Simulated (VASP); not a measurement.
Given:

```xyz
4
Lattice="3.2778 0.0000 0.0000 -1.6389 2.8386 0.0000 0.0000 0.0000 4.1070" Properties=species:S:1:pos:R:3 pbc="T T T"
Al     0.0000     1.8924     3.0803
Al     1.6389     0.9462     1.0268
N      0.0000     1.8924     1.0268
N      1.6389     0.9462     3.0803
```

These are LDA (Ceperley-Alder, Perdew-Zunger), VASP's LDA PAW potentials (set 64) (plane waves; VASP) values and carry that method's errors. Run with 520 eV cut-off, Gaussian smearing of 0.050 eV, potentials Al N.

Problem. Give the energies of bands 3 to 11 at the high-symmetry points, in eV from the valence-band maximum.

Solution. 
| band | Γ | M | K | A | L | H |
|---|---|---|---|---|---|---|
| 3 | -7.10 | -6.59 | -6.96 | -3.73 | -7.48 | -7.06 |
| 4 | -3.38 | -4.90 | -4.52 | -3.73 | -7.48 | -7.06 |
| 5 | -3.38 | -4.64 | -4.52 | -2.55 | -3.34 | -5.32 |
| 6 | -1.63 | -4.30 | -3.91 | -2.55 | -3.34 | -5.32 |
| 7 | -1.63 | -3.02 | -3.91 | -2.55 | -1.79 | -0.81 |
| 8 | 0.00 | -1.42 | -2.52 | -2.55 | -1.79 | -0.81 |
| 9 | 3.61 | 3.83 | 5.09 | 5.85 | 5.13 | 6.88 |
| 10 | 4.57 | 7.22 | 6.11 | 5.85 | 5.13 | 6.88 |
| 11 | 8.24 | 7.46 | 9.09 | 8.40 | 9.58 | 8.37 |

The gap is direct, 3.61 eV, from the valence maximum at Γ to the conduction minimum at Γ.

The structure comes from a computed database's AlN entry (P6_3/mmc); how it stands against other phases isn't given here. It was relaxed first.
